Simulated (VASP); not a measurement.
All values below come from PBEsol GGA, VASP's PBE PAW potentials (set 64) (plane waves; VASP).

A VASP calculation is set up with these files.

File POSCAR:
```
LiF
1
    0.0000000000     2.0024200795     2.0024200795
    2.0024200795     0.0000000000     2.0024200795
    2.0024200795     2.0024200795     0.0000000000
Li F
1 1
Direct
  0.0000000000   0.0000000000   0.0000000000
  0.5000000000   0.5000000000   0.5000000000
```

File KPOINTS:
```
Automatic mesh
0
Gamma
 13 13 13
```

### INCAR
```
NELM  =  100   ! most electronic steps
LWAVE  =  .FALSE.
GGA  =  PS   ! PBEsol
ISIF  =  2
ENCUT  =  450
LREAL  =  .FALSE.   ! projection in real space or not
PREC  =  Normal
EDIFF  =  1E-5   ! SCF stop (eV)
ISMEAR  =  0
SYSTEM  =  LiF
NSW  =  20   ! most ionic steps
SIGMA  =  0.05
EDIFFG  =  -0.03   ! ionic stop
IBRION  =  2
LASPH  =  .TRUE.   ! aspherical one-centre terms
ALGO  =  Fast   ! Davidson, then RMM-DIIS
LCHARG  =  .FALSE.
NELMIN  =  4
```

POTCAR, in this order: Li_sv F (PBE.64 set). Program: vasp_std.

The resulting files:

File OUTCAR:
```
 ion  position               nearest neighbor table
   1  0.000  0.000  0.000-   2 2.00   2 2.00   2 2.00   2 2.00   2 2.00   2 2.00
   2  0.500  0.500  0.500-   1 2.00   1 2.00   1 2.00   1 2.00   1 2.00   1 2.00
  LATTYP: Found a face centered cubic cell.
 ALAT       =     4.0048401590
 Subroutine PRICEL returns:
 Original cell was already a primitive cell.
 Subroutine GETGRP returns: Found 48 space group operations
The static configuration has the point symmetry O_h .
The dynamic configuration has the point symmetry O_h .
 Subroutine INISYM returns: Found 48 space group operations
 Subroutine IBZKPT returns following result:
 Found     84 irreducible k-points:

 Following reciprocal coordinates:
            Coordinates               Weight
  0.000000  0.000000  0.000000      1.000000
  0.076923  0.000000  0.000000      8.000000
  0.153846  0.000000  0.000000      8.000000
  0.230769  0.000000  0.000000      8.000000
  0.307692  0.000000  0.000000      8.000000
  0.384615  0.000000  0.000000      8.000000
  0.461538  0.000000  0.000000      8.000000
  0.076923  0.076923  0.000000      6.000000
  0.153846  0.076923  0.000000     24.000000
  0.230769  0.076923  0.000000     24.000000
  0.307692  0.076923  0.000000     24.000000
  0.384615  0.076923  0.000000     24.000000
  0.461538  0.076923  0.000000     24.000000
 -0.461538  0.076923  0.000000     24.000000
 -0.384615  0.076923  0.000000     24.000000
 -0.307692  0.076923  0.000000     24.000000
 -0.230769  0.076923  0.000000     24.000000
 -0.153846  0.076923  0.000000     24.000000
 -0.076923  0.076923  0.000000     12.000000
  0.153846  0.153846  0.000000      6.000000
  0.230769  0.153846  0.000000     24.000000
  0.307692  0.153846  0.000000     24.000000
  0.384615  0.153846  0.000000     24.000000
  0.461538  0.153846  0.000000     24.000000
 -0.461538  0.153846  0.000000     24.000000
 -0.384615  0.153846  0.000000     24.000000
 -0.307692  0.153846  0.000000     24.000000
 -0.230769  0.153846  0.000000     24.000000
 -0.153846  0.153846  0.000000     12.000000
  0.230769  0.230769  0.000000      6.000000
  0.307692  0.230769  0.000000     24.000000
  0.384615  0.230769  0.000000     24.000000
  0.461538  0.230769  0.000000     24.000000
 -0.461538  0.230769  0.000000     24.000000
 -0.384615  0.230769  0.000000     24.000000
 -0.307692  0.230769  0.000000     24.000000
 -0.230769  0.230769  0.000000     12.000000
  0.307692  0.307692  0.000000      6.000000
  0.384615  0.307692  0.000000     24.000000
  0.461538  0.307692  0.000000     24.000000
   k-points           NKPTS =     84   k-points in BZ     NKDIM =     84   number of bands    NBANDS=      9
   number of dos      NEDOS =    301   number of ions     NIONS =      2
   total plane-waves  NPLWV =   4096
   dimension x,y,z NGX =    16 NGY =   16 NGZ =   16
   dimension x,y,z NGXF=    32 NGYF=   32 NGZF=   32
   ions per type =               1   1
   PREC   = normal    normal or accurate (medium, high low for compatibility)
   ISTART =      0    job   : 0-new  1-cont  2-samecut
   ICHARG =      2    charge: 1-file 2-atom 10-const
   ISPIN  =      1    spin polarized calculation?
   LNONCOLLINEAR =      F non collinear calculations
   LSORBIT =      F    spin-orbit coupling
   INIWAV =      1    electr: 0-lowe 1-rand  2-diag
   ENCUT  =  450.0 eV  33.07 Ry    5.75 a.u.   4.90  4.90  4.90*2*pi/ulx,y,z
   NELM   =    100;   NELMIN=  4; NELMDL= -5     # of ELM steps
   EDIFF  = 0.1E-04   stopping-criterion for ELM
   LREAL  =      F    real-space projection
   NLSPLINE    = F    spline interpolate recip. space projectors
   LMAXMIX     =    2 max onsite mixed and CHGCAR
...
```

**OSZICAR**
```
       N       E                     dE             d eps       ncg     rms          rms(c)
DAV:   1     0.241855595283E+02    0.24186E+02   -0.53461E+03  1616   0.101E+03
DAV:   2    -0.955813160921E+01   -0.33744E+02   -0.33048E+02  1637   0.188E+02
DAV:   3    -0.102774276985E+02   -0.71930E+00   -0.71818E+00  2053   0.254E+01
DAV:   4    -0.102854970749E+02   -0.80694E-02   -0.80684E-02  1923   0.234E+00
DAV:   5    -0.102855551897E+02   -0.58115E-04   -0.58115E-04  2004   0.141E-01    0.402E+00
RMM:   6    -0.986035140401E+01    0.42520E+00   -0.88060E-01  1512   0.854E+00    0.133E+00
RMM:   7    -0.986154495700E+01   -0.11936E-02   -0.26304E-02  1610   0.164E+00    0.889E-01
RMM:   8    -0.986431831746E+01   -0.27734E-02   -0.14725E-02  1596   0.175E+00    0.215E-01
RMM:   9    -0.986378470451E+01    0.53361E-03   -0.21024E-03  1682   0.488E-01    0.102E-01
RMM:  10    -0.986383095194E+01   -0.46247E-04   -0.12850E-03  1682   0.384E-01    0.426E-02
RMM:  11    -0.986387495120E+01   -0.43999E-04   -0.32695E-04  1620   0.155E-01    0.185E-02
RMM:  12    -0.986388573969E+01   -0.10788E-04   -0.13781E-04  1476   0.949E-02    0.118E-02
RMM:  13    -0.986388875684E+01   -0.30171E-05   -0.51426E-05  1306   0.585E-02
   1 F= -.98638888E+01 E0= -.98638888E+01  d E =-.986389E+01
```

**OUTCAR**
```
------------------------ aborting loop because EDIFF is reached ----------------------------------------
  FORCE on cell =-STRESS in cart. coord.  units (eV):
  Direction    XX          YY          ZZ          XY          YZ          ZX
  --------------------------------------------------------------------------------------
  Total       -0.3622956     -0.3622956     -0.3622956      0.0000000      0.0000000      0.0000000
  in kB      -36.1474816    -36.1474816    -36.1474816      0.0000000      0.0000000      0.0000000
  external PRESSURE =     -36.1474816 kB  Pullay stress =       0.0000000 kB
  volume of cell :       16.06
      direct lattice vectors                 reciprocal lattice vectors
     0.000000000  2.002420079  2.002420079    -0.249697856  0.249697856  0.249697856
     2.002420079  0.000000000  2.002420079     0.249697856 -0.249697856  0.249697856
     2.002420079  2.002420079  0.000000000     0.249697856  0.249697856 -0.249697856
  FREE ENERGIE OF THE ION-ELECTRON SYSTEM (eV)
  ---------------------------------------------------
  free  energy   TOTEN  =        -9.8638887568 eV

  energy  without entropy=       -9.8638887568  energy(sigma->0) =       -9.86388876

 reached required accuracy - stopping structural energy minimisation
```
(Selected blocks of OUTCAR.)

At this cut-off the stress carries a Pulay error, which pulls relaxed volumes low.

The compound is LiF in the rock salt structure. It was relaxed first.
